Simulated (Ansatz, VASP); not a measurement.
## HfHF3: VASP beside Ansatz

```xyz
5
Lattice="3.5903 0.0000 0.0000 0.0000 3.5903 0.0000 0.0000 0.0000 3.5903" Properties=species:S:1:pos:R:3 pbc="T T T"
Hf    1.7951    1.7951    1.7951
H     0.0000    0.0000    0.0000
F     1.7951    0.0000    0.0000
F     0.0000    1.7951    0.0000
F     0.0000    0.0000    1.7951
```

Change from the starting cell: species swapped into the Mn3SnH type (Pm-3m, No. 221).

Alike in both runs: functional PBE; k mesh 4 × 4 × 4; occupations gaussian, width 0.1 eV; no spin polarisation.

Ansatz relaxed the structure, and its values are those at the end. VASP's run is a single point on that final structure, the one shown.

|  | VASP | Ansatz |
| --- | --- | --- |
| version | VASP 6.6.1 | Ansatz 0.2.0 |
| potentials or method | VASP PAW PBE potentials, release 64 (Hf_pv, H, F) | scalar-relativistic, plane waves, PAW |
| plane-wave cutoff (eV) | 520 | 420 |
| valence electrons in the cell | 32 | 48 |

Ansatz gave:

| Property | Result |
| --- | --- |
| gap on the k mesh at the Fermi level (eV) | none |
| pressure (GPa) | 0.0 |

Q: What did VASP give for the same quantities?

A: gap on the k mesh at the Fermi level (eV): none; pressure (GPa): -1.8.

A gap of «none» marks a metal or a gap that the smearing closes. With one functional, cell and mesh, what is left measures potentials, basis and numerics. The two sets of potentials don't hold the same shells in valence.

Caveats: the k mesh is coarse (spacing up to 0.44 Å⁻¹), so the values aren't converged. The runs have no spin-orbit coupling, so splittings on Hf are missing.
